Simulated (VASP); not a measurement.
```yaml
crystal:
  lattice:
    - [6.42671, 0.00000, 0.00000]
    - [0.00000, 6.42671, 0.00000]
    - [0.00000, 0.00000, 6.42671]
  atoms:
    - { symbol: Zn, position: [0.00000, 0.00000, 0.00000] }
    - { symbol: Te, position: [0.24296, 0.24296, 0.24296] }
    - { symbol: Te, position: [0.75704, 0.75704, 0.24296] }
    - { symbol: Te, position: [0.75704, 0.24296, 0.75704] }
    - { symbol: Te, position: [0.24296, 0.75704, 0.75704] }
    - { symbol: Mg, position: [0.50000, 0.50000, 0.00000] }
    - { symbol: Mg, position: [0.50000, 0.00000, 0.50000] }
    - { symbol: Mg, position: [0.00000, 0.50000, 0.50000] }
```

Calculation: PBE GGA, VASP's PBE PAW potentials (set 64) (plane waves; VASP). Numerical set-up: 400 eV cut-off, Gaussian smearing of 0.050 eV, potentials Zn Te Mg.

Unless said otherwise, spin-orbit coupling is left out, though it shifts the bands of the heavy elements here.

Question: Give the energies of bands 12 to 25 at the high-symmetry points, in eV from the valence-band maximum.

Answer: 
```tsv
band	Γ	X	M	R
12	-3.12	-2.14	-2.66	-3.40
13	-1.41	-2.06	-2.66	-3.40
14	-1.41	-1.99	-1.79	-0.53
15	-1.41	-1.92	-1.79	-0.53
16	-1.30	-1.66	-1.73	-0.53
17	-1.30	-1.66	-1.50	-0.52
18	-1.30	-0.88	-0.55	-0.52
19	0.00	-0.88	-0.55	-0.52
20	0.00	-0.65	-0.53	-0.44
21	0.00	-0.65	-0.49	-0.44
22	1.80	3.31	3.32	1.92
23	2.77	3.71	3.98	3.11
24	2.77	3.92	4.26	3.11
25	2.77	4.13	4.26	3.11
```

The gap is direct, 1.80 eV, from the valence maximum at Γ to the conduction minimum at Γ.

The structure was generated: Mg3ZnTe4 was put into an ordered model structure (P-43m), which need not be its known phase. It was relaxed first.
